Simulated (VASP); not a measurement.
# SnTeS4: relaxation of cell and atoms with PBE

SnTeS4:

```
CELL_PARAMETERS angstrom
6.71068 0.00000 0.01201
0.00000 3.76546 0.00000
-0.02127 0.00000 6.53628
ATOMIC_POSITIONS crystal
Sn 0.00000 0.00000 0.00000
Te 0.00000 0.50000 0.50000
S 0.22234 0.50000 0.84403
S 0.77766 0.50000 0.15597
S 0.22764 0.00000 0.32264
S 0.77236 0.00000 0.67736
```

The cell was built by a generator and needn't be a form met in nature.

```json
{
  "Program": "VASP 6.6.1",
  "Task": "relaxation of cell and atoms",
  "Functional": "PBE",
  "Potentials or basis": "VASP PAW PBE potentials, release 64 (Sn_d, Te, S)",
  "Cutoff": "520 eV",
  "k mesh": "4 × 6 × 4",
  "Occupations": "gaussian, width 0.03 eV",
  "Spin": "no spin polarisation",
  "Further INCAR settings": "ALGO = Normal; EDIFF = 1e-07; IBRION = 2; POTIM = 0.3; EDIFFG = -0.005; NSW = 60; ISIF = 3"
}
```

* Energy gained by relaxing: 0.0 meV/atom
* Ionic steps: 2
* Pressure after relaxing: 0.0 GPa
* Largest force after relaxing: 0.004 eV/Å
* Band gap on the k mesh: 0.82 eV, indirect (least direct gap 1.17 eV)

Forces on the atoms (eV/Å):
```
Sn   0.000  0.000  0.000
Te   0.000  0.000  0.000
S   -0.003  0.000  0.000
S    0.003  0.000  0.000
S   -0.004  0.000  0.000
S    0.004  0.000  0.000
```

Final structure:
```
Sn Te S
1.0
     6.71127    0.00000    0.01218
     0.00000    3.76499    0.00000
    -0.02110    0.00000    6.53589
Sn Te S
1 1 4
Direct
  0.00000 0.00000 0.00000
  0.00000 0.50000 0.50000
  0.22233 0.50000 0.84404
  0.77767 0.50000 0.15596
  0.22762 0.00000 0.32264
  0.77238 0.00000 0.67736
```

Levels at points of the mesh, in eV from the valence-band top:
```csv
k point,band 18,band 19,band 20,band 21,band 22,band 23,band 24,band 25,band 26
"(0.00, 0.00, 0.00)",-1.25,-1.24,-1.11,-1.01,-0.99,0.92,1.14,2.10,2.30
"(0.50, 0.00, 0.00)",-1.39,-1.29,-1.08,-1.02,-0.92,1.11,1.33,2.09,2.25
"(0.00, 0.50, 0.00)",-2.19,-1.80,-1.43,-1.04,-0.18,1.60,2.63,3.25,3.38
"(0.50, 0.50, 0.00)",-1.80,-1.42,-1.36,-1.00,-0.06,1.84,2.25,3.14,3.15
"(0.00, 0.00, 0.50)",-1.23,-1.14,-1.04,-0.92,-0.15,1.04,2.10,2.43,3.09
"(0.50, 0.00, 0.50)",-1.72,-1.68,-1.10,-0.97,-0.19,0.98,2.35,2.48,3.26
"(0.00, 0.50, 0.50)",-1.63,-1.56,-1.21,-1.08,-0.95,0.92,1.80,2.62,3.22
"(0.50, 0.50, 0.50)",-1.57,-1.45,-1.34,-1.14,-1.07,0.82,2.05,2.62,3.17
```

Wall time 30 s on 4 MPI ranks on Intel(R) Xeon(R) 6975P-C (Granite Rapids) (shared host), peak memory 0.37 GiB a rank.

Caveat: spin-orbit coupling is left out, which moves the levels of the heavy elements; this functional lacks dispersion, which binds the layers, so the pressure and a relaxed spacing across them are unreliable. A k mesh can miss the band edges.
